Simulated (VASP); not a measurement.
Here is the system:

```yaml
crystal:
  lattice:
    - [4.18200, 0.00000, 0.00000]
    - [0.00000, 4.18200, 0.00000]
    - [0.00000, 0.00000, 4.18200]
  atoms:
    - { symbol: Sc, position: [0.00000, 0.00000, 0.00000] }
    - { symbol: Al, position: [0.00000, 0.50000, 0.50000] }
    - { symbol: Al, position: [0.50000, 0.00000, 0.50000] }
    - { symbol: Al, position: [0.50000, 0.50000, 0.00000] }
```

Calculation: PBE GGA, VASP's PBE PAW potentials (set 64) (plane waves; VASP). Numerical set-up: 400 eV cut-off, 3×3×3 Γ-centred mesh, first-order Methfessel-Paxton smearing of 0.10 eV, potentials Sc_sv Al.

Q: Give the stress tensor in GPa (positive for a compressed cell).

A: 
```
-4.29   0.00   0.00
 0.00  -4.29   0.00
 0.00   0.00  -4.29
```
The pressure is its mean diagonal, -4.29 GPa.

The compound is Al3Sc in the L1_2 structure. The cell was not relaxed at this level. The k-mesh is coarse (spacing up to 0.50 per Å, 2π included), so the numbers may not be converged in it. The run is one of a series of settings (KPOINTS 3×3×3 Γ-centred mesh against the base run), some of them coarse on purpose.
